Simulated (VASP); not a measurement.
Data:

```xyz
1
Lattice="-1.6617 1.6617 1.6617 1.6617 -1.6617 1.6617 1.6617 1.6617 -1.6617" Properties=species:S:1:pos:R:3 pbc="T T T"
Ta     0.0000     0.0000     0.0000
```

Method: PW91 GGA, VASP's PBE PAW potentials (set 64) (plane waves; VASP). Numerical set-up: 520 eV cut-off, Gaussian smearing of 0.050 eV, potentials Ta_pv.

Unless said otherwise, spin-orbit coupling is left out, though it shifts the bands of the heavy elements here.

Task: Estimate the band gap (along the path) with the smallest direct gap where there is one.

Result: 
```
Quantity                                                     Result
-------------------------  ----------------------------------------
band gap (along the path)  none (metal, semimetal or under 0.01 eV)
```

Only differences to runs with the same potentials and settings are physical.

The compound is Ta in the bcc structure. It was relaxed first.
